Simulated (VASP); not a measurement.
Level of theory: vdW-DF2, VASP's PBE PAW potentials (set 64) (plane waves; VASP).

VASP input:

**KPOINTS**
```
kpoints
0
Gamma
  11 11 11
0 0 0
```

### POSCAR
```
CoGa
1.0
  2.9506644346   0.0000000000   0.0000000000
  0.0000000000   2.9506644346   0.0000000000
  0.0000000000   0.0000000000   2.9506644346
Ga Co
1 1
Cart
  1.4753322173   1.4753322173   1.4753322173
  2.9506644346   2.9506644346   0.0000000000
```

**INCAR**
```
ZAB_VDW = -1.8867
LUSE_VDW = T
ALGO = Normal   ! blocked Davidson
ISIF = 3
AGGAC = 0.0
LMAXMIX = 4   ! l cut-off of mixed one-centre charges
EDIFF = 1E-6
SYSTEM = CoGa
NELM = 100   ! most electronic steps
ISMEAR = 1   ! Methfessel-Paxton
GGA = ML
EDIFFG = -0.01   ! ionic stop
NSW = 60
LWAVE = F
IBRION = 2   ! conjugate gradients
ENCUT = 520
LCHARG = F
SIGMA = 0.1   ! width (eV)
LASPH = T
LREAL = F   ! projection in real space or not
PREC = Accurate
```

POTCAR, in this order: Ga_d Co (PBE.64 set). Program: vasp_std.

What VASP printed:

OSZICAR:
```
       N       E                     dE             d eps       ncg     rms          rms(c)
DAV:   1     0.112940526126E+03    0.11294E+03   -0.10912E+04  1752   0.259E+03
DAV:   2     0.245171269119E+01   -0.11049E+03   -0.10803E+03  1708   0.371E+02
DAV:   3    -0.355795861305E+01   -0.60097E+01   -0.59776E+01  1974   0.884E+01
DAV:   4    -0.364794690174E+01   -0.89988E-01   -0.89908E-01  2186   0.104E+01
DAV:   5    -0.365135364523E+01   -0.34067E-02   -0.34067E-02  2241   0.178E+00    0.766E+00
DAV:   6    -0.469406324513E+01   -0.10427E+01   -0.16541E+01  1851   0.529E+01    0.106E+01
DAV:   7    -0.302400321531E+01    0.16701E+01   -0.74590E+00  1729   0.390E+01    0.144E+00
DAV:   8    -0.301817238415E+01    0.58308E-02   -0.18984E-01  2044   0.460E+00    0.640E-01
DAV:   9    -0.301399186851E+01    0.41805E-02   -0.17578E-02  2201   0.216E+00    0.128E-01
DAV:  10    -0.301403538789E+01   -0.43519E-04   -0.82267E-04  2261   0.385E-01    0.507E-02
DAV:  11    -0.301408033814E+01   -0.44950E-04   -0.76852E-05  2349   0.121E-01    0.115E-02
DAV:  12    -0.301408179851E+01   -0.14604E-05   -0.46377E-06  2128   0.291E-02    0.514E-03
DAV:  13    -0.301408107319E+01    0.72532E-06   -0.19230E-06  1889   0.167E-02
   1 F= -.30140811E+01 E0= -.30142129E+01  d E =-.301408E+01
```

File OUTCAR:
```
------------------------ aborting loop because EDIFF is reached ----------------------------------------
  FORCE on cell =-STRESS in cart. coord.  units (eV):
  Direction    XX          YY          ZZ          XY          YZ          ZX
  --------------------------------------------------------------------------------------
  Total        0.0154354      0.0154354      0.0154354      0.0000000     -0.0000000     -0.0000000
  in kB        0.9626525      0.9626525      0.9626525      0.0000000     -0.0000000     -0.0000000
  external PRESSURE =       0.9626525 kB  Pullay stress =       0.0000000 kB
  volume of cell :       25.69
      direct lattice vectors                 reciprocal lattice vectors
     2.950664435  0.000000000  0.000000000     0.338906718  0.000000000  0.000000000
     0.000000000  2.950664435  0.000000000     0.000000000  0.338906718  0.000000000
     0.000000000  0.000000000  2.950664435     0.000000000  0.000000000  0.338906718
 POSITION                                       TOTAL-FORCE (eV/Angst)
 -----------------------------------------------------------------------------------
      1.47533      1.47533      1.47533         0.000000      0.000000      0.000000
      0.00000      0.00000      0.00000         0.000000      0.000000      0.000000
 -----------------------------------------------------------------------------------
    total drift:                                0.000000      0.000000     -0.000000
  FREE ENERGIE OF THE ION-ELECTRON SYSTEM (eV)
  ---------------------------------------------------
  free  energy   TOTEN  =        -3.0140810732 eV

  energy  without entropy=       -3.0144764590  energy(sigma->0) =       -3.01421287

 reached required accuracy - stopping structural energy minimisation
```
(Selected blocks of OUTCAR.)

The compound is CoGa in the CsCl type structure. It was relaxed first, which changed the volume by +8 %. The start is the result of an earlier pass. The run is not spin-polarised, so no magnetic state was tried.
